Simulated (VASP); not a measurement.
A convergence study with VASP on BN (hex): a few settings are varied, all else stays as given below, so the limit is that of these other settings.

```
BN
1.0
    1.25200    -2.16853     0.00000
    1.25200     2.16853     0.00000
    0.00000     0.00000     6.66000
B N
2 2
Direct
  0.33333   0.66667   0.25000
  0.66667   0.33333   0.75000
  0.66667   0.33333   0.25000
  0.33333   0.66667   0.75000
```

Method: PBEsol GGA, VASP's PBE PAW potentials (set 64) (plane waves; VASP). The last row used: 700 eV cut-off, 17×17×6 Γ-centred mesh, second-order Methfessel-Paxton smearing of 0.40 eV, potentials B N.

```csv
setting,E (eV/atom),pressure (GPa),irreducible k-points
"ISMEAR = -1, SIGMA = 0.01, 5×5×2 mesh",-9.1418,0.64,10
"ISMEAR = -1, SIGMA = 0.1, 5×5×2 mesh",-9.1418,0.64,10
"ISMEAR = 0, SIGMA = 0.01, 5×5×2 mesh",-9.1418,0.64,10
"ISMEAR = 0, SIGMA = 0.2, 5×5×2 mesh",-9.1418,0.64,10
"ISMEAR = 1, SIGMA = 0.05, 5×5×2 mesh",-9.1418,0.64,10
"ISMEAR = 1, SIGMA = 0.2, 5×5×2 mesh",-9.1416,0.63,10
"ISMEAR = 2, SIGMA = 0.05, 5×5×2 mesh",-9.1418,0.64,10
"ISMEAR = 2, SIGMA = 0.2, 5×5×2 mesh",-9.1416,0.64,10
"ISMEAR = -1, SIGMA = 0.01, 11×11×4 mesh",-9.1457,0.59,48
"ISMEAR = -1, SIGMA = 0.2, 11×11×4 mesh",-9.1457,0.59,48
"ISMEAR = 0, SIGMA = 0.01, 11×11×4 mesh",-9.1457,0.59,48
"ISMEAR = 0, SIGMA = 0.4, 11×11×4 mesh",-9.1457,0.59,48
"ISMEAR = 1, SIGMA = 0.05, 11×11×4 mesh",-9.1457,0.59,48
"ISMEAR = 1, SIGMA = 0.4, 11×11×4 mesh",-9.1455,0.57,48
"ISMEAR = 2, SIGMA = 0.05, 11×11×4 mesh",-9.1457,0.59,48
"ISMEAR = 2, SIGMA = 0.4, 11×11×4 mesh",-9.1455,0.58,48
"ISMEAR = -1, SIGMA = 0.05, 17×17×6 mesh",-9.1457,0.59,132
"ISMEAR = -1, SIGMA = 0.2, 17×17×6 mesh",-9.1457,0.59,132
"ISMEAR = 0, SIGMA = 0.1, 17×17×6 mesh",-9.1457,0.59,132
"ISMEAR = 0, SIGMA = 0.4, 17×17×6 mesh",-9.1457,0.59,132
"ISMEAR = 1, SIGMA = 0.1, 17×17×6 mesh",-9.1456,0.59,132
"ISMEAR = 1, SIGMA = 0.4, 17×17×6 mesh",-9.1454,0.57,132
"ISMEAR = 2, SIGMA = 0.1, 17×17×6 mesh",-9.1456,0.59,132
"ISMEAR = 2, SIGMA = 0.4, 17×17×6 mesh",-9.1455,0.58,132
```

Left out are rungs that failed or repeat a setting and relaxations that didn't move; long series are thinned to 24 rows.

The compound is BN in the hex structure. The cell was not relaxed at this level.
